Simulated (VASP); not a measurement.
Input:

```yaml
crystal:
  lattice:
    - [4.04504, 0.00000, 0.00000]
    - [-2.02252, 3.50311, 0.00000]
    - [0.00000, 0.00000, 18.35117]
  atoms:
    - { symbol: Sb, position: [0.66667, 0.33333, 0.54479] }
    - { symbol: Sb, position: [0.33333, 0.66667, 0.45521] }
```

All values below come from PBEsol GGA, VASP's PBE PAW potentials (set 64) (plane waves; VASP). Settings: 400 eV cut-off, Gaussian smearing of 0.050 eV, potentials Sb.

The cell holds a wide vacuum, so values per volume refer to the whole cell. Unless said otherwise, spin-orbit coupling is left out, though it shifts the bands of the heavy elements here.

Problem. Give the energies of bands 2 to 8 at the high-symmetry points, in eV from the valence-band maximum.

Solution. 
```json
[
 {"band": "2", "Γ": "-6.48", "M": "-7.96", "K": "-8.66"},
 {"band": "3", "Γ": "-0.80", "M": "-3.17", "K": "-3.81"},
 {"band": "4", "Γ": "0.00", "M": "-1.66", "K": "-1.96"},
 {"band": "5", "Γ": "0.00", "M": "-1.65", "K": "-1.96"},
 {"band": "6", "Γ": "1.64", "M": "1.52", "K": "1.28"},
 {"band": "7", "Γ": "2.81", "M": "2.29", "K": "3.53"},
 {"band": "8", "Γ": "2.81", "M": "3.55", "K": "3.53"}
]
```

The gap is indirect, 1.12 eV, from the valence maximum at Γ to the conduction minimum at Γ-M at 0.62.

The cell is a sheet with vacuum, built from a generated structure.
